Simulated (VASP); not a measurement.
Here is the system:

```xyz
12
Lattice="4.8143 0.0000 0.0000 0.0000 4.8143 0.0000 0.0000 0.0000 7.4406" Properties=species:S:1:pos:R:3 pbc="T T T"
Te     4.7321     4.7321     3.7203
Te     2.4894     2.3249     5.5804
Te     0.0822     0.0822     0.0000
Te     2.3249     2.4894     1.8601
O      3.6122     4.1349     2.2812
O      3.0865     1.2050     4.1413
O      1.2021     0.6793     6.0014
O      1.7278     3.6093     0.4210
O      1.2050     3.0865     3.2993
O      0.6793     1.2021     1.4391
O      3.6093     1.7278     7.0195
O      4.1349     3.6122     5.1594
```

Method: PBEsol GGA, VASP's PBE PAW potentials (set 64) (plane waves; VASP). Run with 520 eV cut-off, Gaussian smearing of 0.050 eV, potentials Te O.

Unless said otherwise, spin-orbit coupling is left out, though it shifts the bands of the heavy elements here.

Q: Give the energies of bands 27 to 40 at the high-symmetry points, in eV from the valence-band maximum.

A: 
| band | Γ | X | M | Z | R | A |
|---|---|---|---|---|---|---|
| 27 | -2.10 | -1.82 | -1.63 | -2.08 | -1.88 | -1.69 |
| 28 | -1.91 | -1.82 | -1.63 | -2.08 | -1.88 | -1.69 |
| 29 | -1.72 | -1.33 | -1.39 | -1.66 | -1.25 | -1.30 |
| 30 | -1.44 | -1.33 | -1.39 | -1.66 | -1.25 | -1.30 |
| 31 | -1.24 | -1.22 | -1.33 | -0.99 | -1.14 | -1.30 |
| 32 | -1.24 | -1.22 | -1.33 | -0.99 | -1.14 | -1.30 |
| 33 | -0.99 | -0.63 | -0.91 | -0.66 | -0.35 | -0.58 |
| 34 | -0.99 | -0.63 | -0.91 | -0.66 | -0.35 | -0.58 |
| 35 | -0.69 | -0.10 | -0.40 | -0.26 | -0.27 | -0.58 |
| 36 | -0.34 | -0.10 | -0.40 | -0.26 | -0.27 | -0.58 |
| 37 | 3.19 | 3.29 | 3.51 | 3.81 | 3.63 | 4.09 |
| 38 | 4.14 | 3.29 | 3.51 | 3.81 | 3.63 | 4.09 |
| 39 | 4.14 | 4.28 | 4.51 | 4.33 | 3.64 | 4.09 |
| 40 | 4.70 | 4.28 | 4.51 | 4.33 | 3.64 | 4.09 |

The gap is indirect, 2.85 eV, from the valence maximum at Γ-X at 0.78 to the conduction minimum at M-Γ at 0.44.

The structure comes from a computed database's TeO2 entry (P4_12_12); how it stands against other phases isn't given here. It was relaxed first.
